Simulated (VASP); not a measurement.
Data:

```xyz
2
Lattice="0.0000 3.1840 3.1840 3.1840 0.0000 3.1840 3.1840 3.1840 0.0000" Properties=species:S:1:pos:R:3 pbc="T T T"
Na     0.0000     0.0000     0.0000
I      3.1840     3.1840     3.1840
```

Calculation: SCAN meta-GGA, VASP's PBE PAW potentials (set 64) (plane waves; VASP). Settings: 520 eV cut-off, 7×7×7 Γ-centred mesh, Gaussian smearing of 0.050 eV, potentials Na_pv I.

Unless said otherwise, spin-orbit coupling is left out, though it shifts the bands of the heavy elements here.

**Question.** Predict the energy per atom (σ→0), band gap (on the k-mesh) with the smallest direct gap where there is one.

**Answer.** 
```json
{
 "band gap (on the k-mesh)": "4.54 eV",
 "smallest direct gap (on the k-mesh)": "4.54 eV",
 "energy per atom (σ→0)": "-21.897 eV/atom"
}
```

Only differences to runs with the same potentials and settings are physical.

The compound is NaI in the rock salt structure. This cell is one point of a volume scan, at 0.97 of the reference volume.
